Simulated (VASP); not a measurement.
An input for Quantum ESPRESSO's pw.x (written as the equivalent of a VASP run, and not itself run):

```
&CONTROL
  calculation = 'vc-relax'
  pseudo_dir = './pseudo'
  outdir = './out'
  tprnfor = .true.
  tstress = .true.
  nstep = 60
  forc_conv_thr = 0.00039
/
&SYSTEM
  ibrav = 0
  nat = 2
  ntyp = 2
  ecutwfc = 86
  occupations = 'smearing'
  smearing = 'gaussian'
  degauss = 0.003675
  input_dft = 'pbe'
  vdw_corr = 'grimme-d3'
  dftd3_version = 4
  dftd3_threebody = .false.
/
&ELECTRONS
  conv_thr = 7.3e-08
  electron_maxstep = 100
/
&IONS
/
&CELL
/
ATOMIC_SPECIES
  Mg 24.305 Mg.upf
  Se 78.971 Se.upf
CELL_PARAMETERS angstrom
     0.0000000    2.7300000    2.7300000
     2.7300000    0.0000000    2.7300000
     2.7300000    2.7300000    0.0000000
ATOMIC_POSITIONS crystal
  Mg   0.0000000  0.0000000  0.0000000
  Se   0.5000000  0.5000000  0.5000000
K_POINTS automatic
  8 8 8 0 0 0
```

Problem. Write the VASP files for the same calculation (PBE-D3(BJ)).

Solution. One answer among several that fit: 
POSCAR:
```
MgSe
1
    0.0000000000     2.7300000000     2.7300000000
    2.7300000000     0.0000000000     2.7300000000
    2.7300000000     2.7300000000     0.0000000000
Mg Se
1 1
Direct
  0.0000000000   0.0000000000   0.0000000000
  0.5000000000   0.5000000000   0.5000000000
```

INCAR:
```
SYSTEM = MgSe
PREC = Accurate
ENCUT = 520
EDIFF = 1E-6
NELM = 100
ALGO = Normal
LREAL = .FALSE.
LASPH = .TRUE.
ISMEAR = 0
SIGMA = 0.05
GGA = PE
IVDW = 12
LMAXMIX = 4
LWAVE = .FALSE.
LCHARG = .FALSE.
IBRION = 2
ISIF = 3
NSW = 60
EDIFFG = -0.01
```

### KPOINTS
```
K-points
0
Gamma
 8 8 8
0 0 0
```

POTCAR, in this order: Mg Se (PBE.64 set). Program: vasp_std.

Limits of the translation: the potentials are each code's own (VASP's PAW set, PseudoDojo norm-conserving files in pw.x), so ENCUT and ecutwfc are chosen apart and not converted; conv_thr bounds pw.x's estimated SCF error, while EDIFF bounds the energy change between steps; forc_conv_thr acts on force components and is met together with etot_conv_thr.

The compound is MgSe in the rock salt structure. This run relaxes it. Symmetry was kept, so distortions that lower it aren't found.
